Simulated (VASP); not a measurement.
Crystal: Al3GaO6.

```
CELL_PARAMETERS angstrom
-2.42364 4.19786 0.00000
-4.84727 0.00000 0.00000
-2.42364 1.39929 4.41052
ATOMIC_POSITIONS crystal
Ga 0.35210 0.35210 0.94371
Al 0.14790 0.14790 0.55629
Al 0.85210 0.85210 0.44371
Al 0.64790 0.64790 0.05629
O 0.25000 0.55615 0.25000
O 0.44385 0.05615 0.75000
O 0.55615 0.94385 0.25000
O 0.94385 0.25000 0.25000
O 0.05615 0.75000 0.75000
O 0.75000 0.44385 0.75000
```

The cell comes from a database or a generator and needn't be the stable form of this composition.

```yaml
Program: VASP 6.6.1
Task: relaxation of cell and atoms
Functional: PBEsol
Potentials_or_basis: VASP PAW PBE potentials, release 64 (Ga_d, Al, O)
Cutoff: 600 eV
k_mesh: 2 × 2 × 2
Occupations: gaussian, width 0.02 eV
Spin: no spin polarisation
```

At the start: pressure -2.8 GPa; volume 8.97 Å³/atom.

**Question.** How do energy, volume and symmetry change on relaxing?

**Answer.** Over 13 steps the energy falls by 21.6 meV/atom and the volume is 8.83 Å³/atom (-1.7 %); space group R3 (No. 146, to 0.05 Å).

Step by step:
| step | energy change (eV) | largest force (eV/Å) | pressure (GPa) | volume (Å³) |
| --- | --- | --- | --- | --- |
| 1 | 0.0000 | 1.2938 | -2.78 | 89.75 |
| 2 | -0.1677 | 0.5075 | 1.78 | 87.74 |
| 3 | -0.1749 | 0.5097 | 0.84 | 88.07 |
| 4 | -0.2032 | 0.2552 | -0.39 | 88.45 |
| 5 | -0.2073 | 0.1966 | -1.01 | 88.65 |
| 6 | -0.2148 | 0.0599 | 0.67 | 88.03 |
| 7 | -0.2148 | 0.0662 | 0.49 | 88.08 |
| 8 | -0.2155 | 0.0339 | -0.30 | 88.36 |
| 9 | -0.2156 | 0.0280 | -0.03 | 88.29 |
| 10 | -0.2156 | 0.0283 | -0.08 | 88.29 |
| 11 | -0.2157 | 0.0186 | -0.02 | 88.28 |
| 12 | -0.2157 | 0.0144 | -0.02 | 88.27 |
| 13 | -0.2158 | 0.0040 | 0.05 | 88.25 |

Final structure:
```yaml
crystal:
  lattice:
    - [-2.41545, 4.18369, 0.00000]
    - [-4.83091, 0.00000, 0.00000]
    - [-2.41545, 1.39456, 4.36668]
  atoms:
    - { symbol: Ga, position: [0.35844, 0.35844, 0.92467] }
    - { symbol: Al, position: [0.15089, 0.15089, 0.54733] }
    - { symbol: Al, position: [0.85216, 0.85216, 0.44353] }
    - { symbol: Al, position: [0.64663, 0.64663, 0.06010] }
    - { symbol: O, position: [0.25135, 0.55627, 0.25832] }
    - { symbol: O, position: [0.44285, 0.04262, 0.74980] }
    - { symbol: O, position: [0.55627, 0.93406, 0.25832] }
    - { symbol: O, position: [0.93406, 0.25135, 0.25832] }
    - { symbol: O, position: [0.04262, 0.76473, 0.74980] }
    - { symbol: O, position: [0.76473, 0.44285, 0.74980] }
```

Caveat: the k mesh is coarse (spacing up to 0.79 Å⁻¹), so the values aren't converged; the PAW data sets were made with another functional, which shifts forces and pressure a little.
